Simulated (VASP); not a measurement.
Consider the following.

```xyz
4
Lattice="3.3481 0.0000 0.0000 -1.6740 2.8995 0.0000 0.0000 0.0000 9.3453" Properties=species:S:1:pos:R:3 pbc="T T T"
Ta     0.0000     1.9330     0.3749
Ta     1.6740     0.9665     5.0475
Te     0.0000     1.9330     3.1296
Te     1.6740     0.9665     7.8023
```

Calculation: PBEsol GGA, VASP's PBE PAW potentials (set 64) (plane waves; VASP). Settings: 400 eV cut-off, 12×12×4 Γ-centred mesh, tetrahedra with Blöchl corrections, potentials Ta_pv Te.

Unless said otherwise, spin-orbit coupling is left out, though it shifts the bands of the heavy elements here.

Problem. Predict the energy per atom (σ→0), band gap (on the k-mesh) with the smallest direct gap where there is one.

Solution. 
```json
{
  "band gap (on the k-mesh)": "none (metal, semimetal or under 0.01 eV)",
  "energy per atom (σ→0)": "-7.731 eV/atom"
}
```

The absolute energy has meaning only against runs of the same code, potentials and settings.

The structure was generated: TaTe was put into the wurtzite type (P6_3mc), which need not be its known phase. It was relaxed first, which changed the volume by -50 %.
